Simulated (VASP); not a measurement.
A convergence study with VASP on Ni (fcc): one setting is varied, all else stays as given below, so the limit is that of these other settings.

```
Ni
1.0
    0.00000     1.76000     1.76000
    1.76000     0.00000     1.76000
    1.76000     1.76000     0.00000
Ni
1
Direct
  0.00000   0.00000   0.00000
```
Starting moments (μB, in the order of the record's atoms Ni): 0.8.

Computed with PBEsol GGA, VASP's PBE PAW potentials (set 64) (plane waves; VASP). The tightest run used: 550 eV cut-off, 28×28×28 Γ-centred mesh, tetrahedra with Blöchl corrections, potentials Ni.

Task: The settings run are 3×3×3 mesh; 4×4×4 mesh; 5×5×5 mesh; 6×6×6 mesh; 7×7×7 mesh; 8×8×8 mesh; 10×10×10 mesh; 11×11×11 mesh; 12×12×12 mesh; 13×13×13 mesh; 14×14×14 mesh; 15×15×15 mesh; 16×16×16 mesh; 17×17×17 mesh; 18×18×18 mesh; 19×19×19 mesh; 20×20×20 mesh; 21×21×21 mesh; 23×23×23 mesh; 24×24×24 mesh; 25×25×25 mesh; 26×26×26 mesh; 27×27×27 mesh; 28×28×28 mesh. From which on does the energy per atom stay within 0.001 eV/atom of the tightest run?

Result: From 16×16×16 mesh on: it is off by 0.0008 there and by no more than 0.001 in any finer run, while 15×15×15 mesh is off by 0.0013.
```csv
setting,E (eV/atom),pressure (GPa),moment (μB),irreducible k-points,difference judged (eV/atom)
3×3×3 mesh,-6.1717,-8.34,0.379,4,0.0539
4×4×4 mesh,-6.1855,-12.02,0.380,8,0.0676
5×5×5 mesh,-6.0812,-8.86,0.549,10,0.0367
6×6×6 mesh,-6.1397,-10.93,0.482,16,0.0219
7×7×7 mesh,-6.1190,-10.47,0.553,20,0.0011
8×8×8 mesh,-6.1086,-10.01,0.560,29,0.0092
10×10×10 mesh,-6.1195,-10.16,0.589,47,0.0017
11×11×11 mesh,-6.1147,-10.21,0.589,56,0.0032
12×12×12 mesh,-6.1214,-10.19,0.602,72,0.0035
13×13×13 mesh,-6.1172,-10.16,0.602,84,0.0006
14×14×14 mesh,-6.1172,-10.11,0.610,104,0.0006
15×15×15 mesh,-6.1192,-10.16,0.608,120,0.0013
16×16×16 mesh,-6.1170,-10.09,0.613,145,0.0008
17×17×17 mesh,-6.1182,-10.13,0.614,165,0.0004
18×18×18 mesh,-6.1183,-10.11,0.616,195,0.0005
19×19×19 mesh,-6.1174,-10.08,0.620,220,0.0004
20×20×20 mesh,-6.1183,-10.11,0.617,256,0.0005
21×21×21 mesh,-6.1178,-10.08,0.622,286,0.0000
23×23×23 mesh,-6.1181,-10.09,0.622,364,0.0003
24×24×24 mesh,-6.1180,-10.07,0.624,413,0.0002
25×25×25 mesh,-6.1179,-10.08,0.623,455,0.0001
26×26×26 mesh,-6.1180,-10.07,0.625,511,0.0002
27×27×27 mesh,-6.1180,-10.07,0.624,560,0.0001
28×28×28 mesh,-6.1178,-10.07,0.625,624,0.0000
```

Left out are rungs that failed or repeat a setting and relaxations that didn't move; long series are thinned to 24 rows.

The compound is Ni in the fcc structure. The cell was not relaxed at this level. The spin order is the one that the start imposed; others were not tried in this run.
